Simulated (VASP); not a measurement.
Consider the following.

```
CELL_PARAMETERS angstrom
      0.00000     2.16500     2.16500
      2.16500     0.00000     2.16500
      2.16500     2.16500     0.00000
ATOMIC_POSITIONS crystal
  Ti 0.00000 0.00000 0.00000
  C  0.50000 0.50000 0.50000
```

These are PBE GGA + U (Dudarev), VASP's PBE PAW potentials (set 64) (plane waves; VASP 6.6.1) values and carry that method's errors. Numerical set-up: 520 eV cut-off, 13×13×13 Γ-centred mesh, first-order Methfessel-Paxton smearing of 0.10 eV, potentials Ti_sv C, U − J: Ti 3.00 eV.

Question: Give the stress tensor in GPa (positive for a compressed cell).

Answer: 
```
9.19  0.00  0.00
0.00  9.19  0.00
0.00  0.00  9.19
```
The pressure is its mean diagonal, 9.19 GPa.

The compound is TiC in the rock salt structure. The cell was not relaxed at this level. The run is one of a series of settings (LDAU = .TRUE., LDAUJ = 0 0, LDAUL = 2 -1, LDAUTYPE = 2, LDAUU = 3.0 0 against the base run), some of them coarse on purpose.
